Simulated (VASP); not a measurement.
```
C
1.0
    1.24764    -2.08293     0.00000
    1.24764     2.08293     0.00000
    0.00000     0.00000     6.71602
C
4
Direct
  0.00000   0.00000   0.25000
  0.00000   0.00000   0.75000
  0.33333   0.66667   0.25000
  0.69828   0.36495   0.75000
```

The numbers are results of PBE GGA, VASP's PBE PAW potentials (set 64) (plane waves; VASP 6.6.1), not measurements. Settings: EDIFF = 1E-3, 520 eV cut-off, 13×13×4 Γ-centred mesh, first-order Methfessel-Paxton smearing of 0.10 eV, potentials C.

Problem. Which forces act on the atoms, in eV/Å?

Solution. 
| atom | Fx | Fy | Fz |
|---|---|---|---|
| C1 | 0.012 | 0.528 | 0.000 |
| C2 | 4.248 | -0.155 | 0.000 |
| C3 | -0.006 | -0.532 | 0.000 |
| C4 | -4.254 | 0.159 | 0.000 |

Problem. Give the stress tensor in GPa (positive for a compressed cell).

Solution. 
```
-5.27   4.37   0.00
 4.37  28.66   0.00
 0.00   0.00   3.99
```
The pressure is its mean diagonal, 9.13 GPa.

The compound is C in the graphite structure. The cell was not relaxed at this level. The run is one of a series of settings (EDIFF = 1E-3 against the base run), some of them coarse on purpose.
